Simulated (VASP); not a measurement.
A cell of Nb (bcc) near equilibrium:

```xyz
1
Lattice="-1.6527 1.6527 1.6527 1.6527 -1.6527 1.6527 1.6527 1.6527 -1.6527" Properties=species:S:1:pos:R:3 pbc="T T T"
Nb     0.0000     0.0000     0.0000
```

Calculation: PBE GGA, VASP's PBE PAW potentials (set 64) (plane waves; VASP).

```
run               ΔE (meV/atom)   σxx   σyy   σzz  largest shear component, with its sign (GPa)  largest force (eV/Å)
----------------  -------------  ----  ----  ----  --------------------------------------------  --------------------
as it is                    0.0  0.49  0.49  0.49                                          0.00                 0.000
after one change           11.1  5.79  5.79  5.79                                          0.00                 0.000
```
Stress is in GPa, positive when the cell is compressed.

Question: Which change was made?
(A) biaxial strain of -1.5 % in the yz plane
(B) isotropic strain of -1.0 %
(C) biaxial strain of +2.0 % in the xy plane
(D) uniaxial strain of +3.0 % along y

Answer: B, isotropic strain of -1.0 %

The compound is Nb in the bcc structure.
